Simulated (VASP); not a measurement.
Consider the following.

```
CdZnO2
1.0
    3.44341     0.00000     0.00000
   -1.72170     2.98208     0.00000
    0.00000     0.00000     5.69599
Zn Cd O
1 1 2
Direct
  0.00000   0.00000   0.99668
  0.66667   0.33333   0.49043
  0.66667   0.33333   0.09812
  0.00000   0.00000   0.65077
```

Level of theory: HSE06 screened hybrid, VASP's PBE PAW potentials (set 64) (plane waves; VASP). Numerical set-up: 500 eV cut-off, 6×6×4 Γ-centred mesh, Gaussian smearing of 0.050 eV, potentials Zn Cd O.

Q: Predict the energy per atom (σ→0), pressure, largest force, band gap (over the mesh, the named points and PBE's band edges) with the smallest direct gap where there is one.

A: 
| Quantity | Value |
|---|---|
| band gap (over the mesh, the named points and PBE's band edges) | 1.43 eV |
| smallest direct gap (over the mesh, the named points and PBE's band edges) | 1.43 eV |
| energy per atom (σ→0) | -5.279 eV/atom |
| pressure | -3.69 GPa |
| largest force | 0.188 eV/Å |

The absolute energy has meaning only against runs of the same code, potentials and settings.

The structure comes from a computed database's ZnCdO2 entry (P3m1); how it stands against other phases isn't given here. It was relaxed first.
